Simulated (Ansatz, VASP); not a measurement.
## MgVOF2 in VASP and in Ansatz

Contents of INCAR:

```
SYSTEM = MgVOF2
PREC = Accurate
ENCUT = 520
EDIFF = 1E-7
ISMEAR = -1
SIGMA = 0.05
LREAL = .False.
LASPH = .True.
NELM = 120
ALGO = Normal
ISIF = 2
LWAVE = .False.
LCHARG = .True.
ISPIN = 2
MAGMOM = 2 0 0 0 0
LORBIT = 11
LMAXMIX = 4
GGA = PE
LELF = .True.
LVHAR = .True.
NBANDS = 30
```

The input KPOINTS:

```
regular mesh
0
Gamma
  7 7 8
  0 0 0
```

POSCAR

```
MgVOF2
1.0
    4.8040075024     -2.0760134098      0.0000000000
    4.8040075024      2.0760134098      0.0000000000
   -0.0643708854      0.0000000000      3.4493468529
V Mg F O
1 1 2 1
Direct
    0.9696970000      0.9836430000     -0.0014700000
    0.6369000000      0.6286470000      0.5311230000
    0.1329060000      0.1131980000      0.5153900000
    0.8422140000      0.8424730000      0.5121800000
    0.5375350000      0.5442900000      0.0143470000
```

input.yaml

```yaml
crystal:
  lattice:
    - [4.8040075024, -2.0760134098, 0.0]
    - [4.8040075024, 2.0760134098, 0.0]
    - [-0.0643708854, 0.0, 3.4493468529]
  atoms:
    - { symbol: V, position: [0.969697, 0.983643, -0.00147], spin: 2.0 }
    - { symbol: Mg, position: [0.6369, 0.628647, 0.531123] }
    - { symbol: F, position: [0.132906, 0.113198, 0.51539] }
    - { symbol: F, position: [0.842214, 0.842473, 0.51218] }
    - { symbol: O, position: [0.537535, 0.54429, 0.014347] }
hamiltonian:
  xc: pbe
  pseudopotentials: { kind: paw }
magnetization:
  spin_polarized: true
kpoints:
  mp_grid: { grid: [7, 7, 8] }
scf:
  occupations: { method: fermi_dirac, width: 0.05 }
output:
  forces: true
  stress: true
  eigenvalues: true
  write_density: true
  write_potential: true
  elf: true
  volumetric_format: npy
```

Change from the starting cell: atoms moved at random, drawn with an rms of 0.05 Å.

Alike in both runs: task single point; functional PBE; k mesh 7 × 7 × 8; occupations fermi-dirac, width 0.05 eV; collinear spin, ferromagnetic start.

|  | VASP | Ansatz |
| --- | --- | --- |
| version | VASP 6.6.1 | Ansatz 0.2.0 |
| potentials or method | VASP PAW PBE potentials, release 64 (V_sv, Mg, F, O) | Ansatz PAW |
| plane-wave cutoff (eV) | 520 | 420 |
| valence electrons in the cell | 35 | 43 |

|  | VASP | Ansatz | Ansatz less VASP |
| --- | --- | --- | --- |
| gap on the k mesh at the Fermi level (eV) | none | none | - |
| pressure (GPa) | -1.9 | -1.7 | +0.17 |
| largest component of the traceless stress (GPa) | 2.03 | 1.90 | -0.127 |
| rms of the force components (eV/Å) | 0.388 | 0.386 | -0.0023 |
| net moment per atom (μB) | 0.60 | 0.60 | 0.000 |
| size of the moment on the site where the two differ most (μB) | 2.65 | 2.22 | -0.435 |

Site moments also hang on the region over which each program counts them. Atom by atom the forces differ by 0.017 eV/Å (rms over components). A gap of «none» marks a metal or a gap that the smearing closes. The two sets of potentials don't hold the same shells in valence.

Caveats: semilocal functionals often make such compounds metallic where correlation or magnetic order opens a gap, which also shifts bond lengths; the pressure holds a Pulay correction of +0.5 GPa for the finite cutoff (Ansatz).
